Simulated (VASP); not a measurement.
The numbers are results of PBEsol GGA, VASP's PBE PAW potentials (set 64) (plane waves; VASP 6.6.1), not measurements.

VASP input:

### KPOINTS
```
Automatic
0
G
 10 10 10
0 0 0
```

**POSCAR**
```
InSb
4.6092060
  0.0000000000   0.7071067089   0.7071067089
  0.7071067089   0.0000000000   0.7071067089
  0.7071067089   0.7071067089   0.0000000000
In Sb
1 1
Cartesian
  1.4142134177   1.4142134177   1.4142134177
  0.3535533544   0.3535533544   0.3535533544
```

### INCAR
```
SYSTEM = InSb
PREC = Accurate
ENCUT = 480
EDIFF = 1E-7
NELM = 100
ALGO = Normal
LREAL = .FALSE.
LASPH = .TRUE.
ISMEAR = 1
SIGMA = 0.1
GGA = PS
LMAXMIX = 4
LWAVE = .FALSE.
LCHARG = .FALSE.
ISIF = 2
```

POTCAR, in this order: In_d Sb (PBE.64 set). Program: vasp_std.

Unless said otherwise, spin-orbit coupling is left out, though it shifts the bands of the heavy elements here.

### Question
Estimate the energy per atom (σ→0), band gap (on the k-mesh).

### Answer

```
Item                                                         Value
------------------------  ----------------------------------------
energy per atom (σ→0)                               -3.850 eV/atom
band gap (on the k-mesh)  none (metal, semimetal or under 0.01 eV)
```

### OSZICAR
```
...
DAV:   7    -0.769998534524E+01    0.22331E-01   -0.74506E-02  1603   0.324E+00    0.618E-01
DAV:   8    -0.769920492021E+01    0.78043E-03   -0.78299E-03  1633   0.122E+00    0.263E-01
DAV:   9    -0.769957299919E+01   -0.36808E-03   -0.71141E-04  1357   0.279E-01    0.701E-02
DAV:  10    -0.769958358882E+01   -0.10590E-04   -0.36314E-05  1656   0.493E-02    0.354E-02
DAV:  11    -0.769960580115E+01   -0.22212E-04   -0.36771E-05  1317   0.543E-02    0.215E-02
DAV:  12    -0.769960626396E+01   -0.46282E-06   -0.10163E-06  1365   0.887E-03    0.575E-03
DAV:  13    -0.769960624934E+01    0.14625E-07   -0.61963E-07  1347   0.765E-03
   1 F= -.76996062E+01 E0= -.76996943E+01  d E =0.264019E-03
```

The compound is InSb in the zinc blende structure. It was relaxed first.
